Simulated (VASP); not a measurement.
A convergence study with VASP on Sc (hcp): one setting is varied, all else stays as given below, so the limit is that of these other settings.

```
Sc
1.0
    1.65500    -2.86654     0.00000
    1.65500     2.86654     0.00000
    0.00000     0.00000     5.27000
Sc
2
Direct
  0.33333   0.66667   0.25000
  0.66667   0.33333   0.75000
```

Level of theory: PBE GGA, VASP's PBE PAW potentials (set 64) (plane waves; VASP 6.6.1). The tightest run used: 550 eV cut-off, 22×22×13 Γ-centred mesh, tetrahedra with Blöchl corrections, potentials Sc_sv.

```json
[
 {"setting": "3×3×2 mesh", "E (eV/atom)": "-6.1859", "pressure (GPa)": "-1.67", "irreducible k-points": "6"},
 {"setting": "4×4×2 mesh", "E (eV/atom)": "-6.2688", "pressure (GPa)": "-0.50", "irreducible k-points": "8"},
 {"setting": "5×5×3 mesh", "E (eV/atom)": "-6.2299", "pressure (GPa)": "-0.36", "irreducible k-points": "10"}
]
```

Question: These are the cheaper rows. Estimate the results at 22×22×13 mesh, and how far the last row shown lies from them.

Answer: 
```json
[
 {"quantity": "E (eV/atom)", "tightest run": "-6.2461", "last row shown is off by": "0.0162"},
 {"quantity": "pressure (GPa)", "tightest run": "-0.72", "last row shown is off by": "0.36"}
]
```

Left out are rungs that failed or repeat a setting and relaxations that didn't move; long series are thinned to 24 rows.

The compound is Sc in the hcp structure. The cell was not relaxed at this level.
